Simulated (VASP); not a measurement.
A calculation with VASP 6.6.1 of CoNiSb (ASE script, structure from a POSCAR):

run.py

```python
from ase.calculators.vasp import Vasp
from ase.dft.bandgap import bandgap
from ase.io import read

atoms = read('POSCAR')
atoms.set_initial_magnetic_moments([0.0, 0.0, 1.0, 1.0, 2.0, 2.0])
calc = Vasp(
    directory='calc',
    xc='rpbe',
    pp='PBE',
    setups='minimal',
    prec='Accurate',
    encut=500,
    ediff=1e-06,
    ismear=0,
    sigma=0.1,
    lreal=False,
    lasph=True,
    nelm=150,
    algo='Normal',
    isif=2,
    lwave=False,
    lcharg=False,
    ispin=2,
    lorbit=11,
    lmaxmix=4,
    kpts=[7, 7, 5],
    gamma=True,
    nbands=37,
)
atoms.calc = calc

print('energy (eV):', atoms.get_potential_energy())
print('free energy (eV):', atoms.get_potential_energy(force_consistent=True))
print('forces (eV/A):')
print(atoms.get_forces())
print('stress (eV/A^3, Voigt):', atoms.get_stress())
print('Fermi level (eV):', calc.get_fermi_level())
print('moment (muB):', atoms.get_magnetic_moment())
print('site moments (muB):', atoms.get_magnetic_moments())
gap, top, bottom = bandgap(calc)
print('band gap (eV):', gap, 'from (spin, k, band)', top, 'to', bottom)
```

File POSCAR:

```
CoNiSb
1.0
    4.2432701667      0.0000000000      0.0000000000
   -2.1216350833      3.6747797594      0.0000000000
    0.0000000000      0.0000000000      5.3802380000
Sb Ni Co
2 2 2
Direct
    0.3333333333      0.6666666667      0.2500000000
    0.6666666667      0.3333333333      0.7500000000
    0.3333333333      0.6666666667      0.7500000000
    0.6666666667      0.3333333333      0.2500000000
    0.0000000000      0.0000000000      0.0000000000
    0.0000000000      0.0000000000      0.5000000000
```

Potentials or basis: VASP PAW PBE potentials, release 64 (Sb, Ni, Co).

Run with:

```console
$ python run.py
```

The cell comes from a database or a generator and needn't be the stable form of this composition.

Task: Write the same calculation in another form: native input, structure from a POSCAR.

Result: As run:

INCAR

```
PREC = Accurate ; ENCUT = 500
EDIFF = 1E-7 ; ISMEAR = 0
SIGMA = 0.1 ; LREAL = F
LASPH = T ; NELM = 100
ALGO = Fast ; ISIF = 2
LWAVE = F ; LCHARG = F
ISPIN = 2 ; MAGMOM = 0 0 1 1 2 2
LORBIT = 11 ; LMAXMIX = 4
GGA = RP ; NBANDS = 37
```

The input KPOINTS:

```
Automatic mesh
0
Gamma
  7 7 5
```

The input POSCAR:

```
CoNiSb
1.0
    4.2432701667      0.0000000000      0.0000000000
   -2.1216350833      3.6747797594      0.0000000000
    0.0000000000      0.0000000000      5.3802380000
Sb Ni Co
2 2 2
Direct
    0.3333333333      0.6666666667      0.2500000000
    0.6666666667      0.3333333333      0.7500000000
    0.3333333333      0.6666666667      0.7500000000
    0.6666666667      0.3333333333      0.2500000000
    0.0000000000      0.0000000000      0.0000000000
    0.0000000000      0.0000000000      0.5000000000
```

Potentials or basis: VASP PAW PBE potentials, release 64 (Sb, Ni, Co).

Launch:

```sh
$ cat potpaw_PBE.64/Sb/POTCAR potpaw_PBE.64/Ni/POTCAR potpaw_PBE.64/Co/POTCAR > POTCAR
$ mpirun -np 1 vasp_std > vasp.out
```

Both were run:

|  | ASE script, structure from a POSCAR | native input, structure from a POSCAR |
| --- | --- | --- |
| Pressure | 4.4 GPa | 4.4 GPa |
| Band gap on the k mesh | none (metal or under the smearing width) | none (metal or under the smearing width) |
| Net moment | 1.89 μB per cell | 1.89 μB per cell |
| Site moments | Sb -0.00; Ni +0.06; Co +0.94 μB | Sb -0.00; Ni +0.06; Co +0.94 μB |
| Valence electrons inside the program's atomic spheres | Sb 2.46; Ni 9.45; Co 8.11 | Sb 2.46; Ni 9.45; Co 8.11 |

Keys that steer only the numerical path or the files written may differ.

Caveat: the PAW data sets were made with another functional, which shifts forces and pressure a little.
